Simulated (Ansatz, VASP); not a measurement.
# Pt: VASP beside Ansatz, part 2 of 2

Wanted: the spread between two codes on one cell, functional and k mesh. The cell is taken from a series of runs on this material, whose earlier steps may have relaxed, scaled, displaced or heated it; both programs get it as it stands.

VASP 6.6.1 and Ansatz 0.2.0.

So far. Step 3 (Ansatz: single point, PBEsol, pair 1): The run ends at a pressure of -4.12 GPa. Step 5 (VASP: single point, PBEsol, pair 2): The run ends at a pressure of 4.15 GPa.

## 6. Ansatz: single point, PBEsol, pair 2

Level of this step: Ansatz beside VASP: Kohn-Sham DFT, plane waves, PBEsol (Ansatz).

The same cell, functional, mesh and smearing now go to Ansatz, which takes its cutoff from its data sets.

The cell is taken from a series of runs on this material, whose earlier steps may have relaxed, scaled, displaced or heated it; both programs get it as it stands.

Contents of input.yaml:

```yaml
crystal:
  lattice:
    - [0.0, 1.9489894177, 1.9489894177]
    - [1.9489894177, 0.0, 1.9489894177]
    - [1.9489894177, 1.9489894177, 0.0]
  atoms:
    - { symbol: Pt, position: [0.0, 0.0, 0.0] }
kpoints:
  mp_grid: { grid: [20, 20, 20] }
hamiltonian:
  xc: pbesol
  pseudopotentials: { kind: paw, azcp: { folder: soft_1 }, xc_functional: pbe }
scf:
  occupations: { method: methfessel_paxton, width: 0.2 }
  lower_state_search: "off"
output:
  forces: true
  stress: true
  eigenvalues: true
```

The run is started by

```console
> ansatz run input.yaml --threads 8 --pin off --max-ram 16384MiB --backend cpu --events-out ev --progress --plain --runs-dir out
```

Numbers of over 12 decimals in the logs are rounded to 6 here.

The program printed:

```text
[...]
Crystal: 1 atoms, lattice volume = 14.807 Å³
Basis set: ecut = 420 eV, 283 PW (Γ), exchange–correlation on 40×40×40 points (8 copies of the dense FFT grid, shifted against one another)
Bands: 13, of which v1, the nominal top of the filled ones, is band 9 counted from 1 (8 counted from 0)
Symmetry: 48 space group operations
[...]
k-points: 256 of 8000
[...]
--- Band table (eV; the first three rows and the last of 256) ---
  k-point 0: bands = [... 5 lower, 19.8703, 19.8703, 19.8703, 22.1215, 22.1215, 38.3258, 43.3551, 43.3551]
  k-point 1: bands = [... 5 lower, 19.8227, 19.9124, 19.9124, 22.0972, 22.0972, 38.4879, 42.7984, 43.5133]
  k-point 2: bands = [... 5 lower, 19.6963, 20.0258, 20.0258, 22.0407, 22.0407, 38.9399, 41.5891, 43.9761]
  k-point 255: bands = [... 5 lower, 19.0735, 19.0735, 21.7186, 24.3232, 30.9942, 32.1298, 32.1298, 35.9708]
[key lines of the parts left out:]
SCF converged after 6 iterations
Free energy (F): -12385.383146 eV
Fermi energy:    23.809000 eV
P = ⅓ Tr σ = 4.5344 GPa (45.344 kbar)
```

The run ends at a pressure of 4.53 GPa.

## 7. Side by side

What differs besides the data sets and the points named for the pairs above, as far as they apply: the data sets hold 18 valence electrons in Ansatz (on its PAW soft_1 files) and 10 in VASP. Total energies have different zeros and are not compared.

Compared:

```csv
quantity,Ansatz,VASP,difference
pressure (GPa),4.53,4.15,+0.38
```

## 8. VASP: single point, PBEsol, pair 3

With cell and atoms fixed, the geometry can't cause a difference; cores, projectors, grids and the points listed under the comparison can. The cell compared in this pair holds 15.48 Å³, against 14.81 Å³ for the pair before.

Contents of INCAR:

```
SYSTEM = Pt
PREC = Accurate
ENCUT = 500
EDIFF = 1E-06
NELM = 120
ISMEAR = 1
SIGMA = 0.2
LREAL = .FALSE.
ALGO = Normal
GGA = PS
NBANDS = 11
LASPH = .TRUE.
LORBIT = 11
LWAVE = .FALSE.
LCHARG = .FALSE.
ISIF = 2
GGA_COMPAT = .FALSE.
```

Contents of POSCAR:

```
Pt
1.0
    0.0000000000      1.9782286127      1.9782286127
    1.9782286127      0.0000000000      1.9782286127
    1.9782286127      1.9782286127      0.0000000000
Pt
1
Direct
    0.0000000000      0.0000000000      0.0000000000
```

Contents of KPOINTS:

```
Automatic mesh
0
Gamma
20 20 20
0 0 0
```

PAW data sets: Pt (PBE family, release 64).

The run is started by

```console
> mpirun -np 1 vasp_std
```

The program printed:

```text
[... set-up lines as in an earlier step ...]
 entering main loop
       N       E                     dE             d eps       ncg     rms          rms(c)
DAV:   1     0.373676765004E+02    0.37368E+02   -0.52156E+03  5768   0.814E+02
DAV:   2    -0.680813844883E+01   -0.44176E+02   -0.42307E+02  6447   0.172E+02
DAV:   3    -0.740899507774E+01   -0.60086E+00   -0.59608E+00  6601   0.190E+01
DAV:   4    -0.741130521334E+01   -0.23101E-02   -0.23099E-02  6490   0.140E+00
[...]
DAV:   9    -0.695256494855E+01    0.25122E-03   -0.16830E-04  6262   0.119E-01    0.333E-02
DAV:  10    -0.695256854147E+01   -0.35929E-05   -0.34016E-06  6877   0.129E-02    0.536E-03
DAV:  11    -0.695256865932E+01   -0.11785E-06   -0.49948E-08  3404   0.210E-03
   1 F= -.69525687E+01 E0= -.69520830E+01  d E =-.145698E-02
```

OUTCAR, selected parts (step 8):

```text
  Total       -0.7952770     -0.7952770     -0.7952770      0.0000000      0.0000000      0.0000000
  in kB      -82.2942633    -82.2942633    -82.2942633      0.0000000      0.0000000      0.0000000
  external PRESSURE =     -82.2942633 kB  Pullay stress =       0.0000000 kB

 POSITION                                       TOTAL-FORCE (eV/Angst)
 -----------------------------------------------------------------------------------
      0.00000      0.00000      0.00000        -0.000000     -0.000000     -0.000000
 -----------------------------------------------------------------------------------
    total drift:                                0.000000     -0.000000      0.000000

  FREE ENERGIE OF THE ION-ELECTRON SYSTEM (eV)
  ---------------------------------------------------
  free  energy   TOTEN  =        -6.9525686593 eV

  energy  without entropy=       -6.9511116840  energy(sigma->0) =       -6.95208300

[... 1 part as in an earlier step ...]

[... 2 further parts left out ...]
[key lines of the parts left out:]
E-fermi :  10.5990
```

The run ends at a pressure of -8.23 GPa.

## 9. Ansatz: single point, PBEsol, pair 3

The same cell, functional, mesh and smearing now go to Ansatz, which takes its cutoff from its data sets.

The cell is taken from a series of runs on this material, whose earlier steps may have relaxed, scaled, displaced or heated it; both programs get it as it stands.

input.yaml, the sections that differ from step 6:

```yaml
crystal:
  lattice:
    - [0.0, 1.9782286127, 1.9782286127]
    - [1.9782286127, 0.0, 1.9782286127]
    - [1.9782286127, 1.9782286127, 0.0]
  atoms:
    - { symbol: Pt, position: [0.0, 0.0, 0.0] }
# kpoints, hamiltonian, scf, output: as in step 6
```

The run is started by

```console
> ansatz run input.yaml --threads 8 --pin off --max-ram 16384MiB --backend cpu --events-out ev --progress --plain --runs-dir out
```

The program printed:

```text
[...]
Crystal: 1 atoms, lattice volume = 15.483 Å³
Basis set: ecut = 420 eV, 307 PW (Γ), exchange–correlation on 40×40×40 points (8 copies of the dense FFT grid, shifted against one another)
Bands: 13, of which v1, the nominal top of the filled ones, is band 9 counted from 1 (8 counted from 0)
Symmetry: 48 space group operations
[...]
k-points: 256 of 8000
[...]
--- Band table (eV; the first three rows and the last of 256) ---
  k-point 0: bands = [... 5 lower, 18.7625, 18.7625, 18.7625, 20.8554, 20.8554, 37.0591, 41.8421, 41.8421]
  k-point 1: bands = [... 5 lower, 18.7188, 18.8019, 18.8019, 20.8334, 20.8334, 37.2092, 41.2886, 41.9886]
  k-point 2: bands = [... 5 lower, 18.6025, 18.9082, 18.9082, 20.7825, 20.7825, 37.6253, 40.0815, 42.4173]
  k-point 255: bands = [... 5 lower, 18.0181, 18.0181, 20.4983, 22.8928, 29.2956, 30.5177, 30.5177, 34.2011]
[key lines of the parts left out:]
SCF converged after 6 iterations
Free energy (F): -12385.374869 eV
Fermi energy:    22.423294 eV
P = ⅓ Tr σ = -7.8628 GPa (-78.628 kbar)
```

The run ends at a pressure of -7.86 GPa.

## 10. Differences

What differs besides the data sets and the points named for the pairs above, as far as they apply: the data sets hold 18 valence electrons in Ansatz (on its PAW soft_1 files) and 10 in VASP. Total energies have different zeros and are not compared.

Both answers:

```csv
quantity,Ansatz,VASP,difference
pressure (GPa),-7.86,-8.23,+0.37
```

## 11. Outcome

```yaml
difference_in_pressure_single_point_pbesol_pair_1: 0.37 GPa
difference_in_pressure_single_point_pbesol_pair_2: 0.38 GPa
difference_in_pressure_single_point_pbesol_pair_3: 0.37 GPa
```

What this shows: The difference in pressure is 0.38 GPa (single point, PBEsol, pair 2), within the 1 GPa picked in this series as the mark of a large difference. The data sets hold unlike numbers of valence electrons (18 in Ansatz and 10 in VASP), so part of the differences may come from the potentials. 1 further pair of this series is not shown here. How closely two codes agree says nothing of how well the functional describes the real material.

[Lines on the potential files, build, host, timing and source positions are cut from VASP's logs without a mark.]

[Logs are printed without paths, hosts, clocks, repeated set-up lines and the standing remarks that a program may print on its own settings, such as how far it seeks lower states.]

[Hosts, paths, dates, database ids (printed as entryN), source tags and the programs' standing remarks are cut or masked in the printed files.]
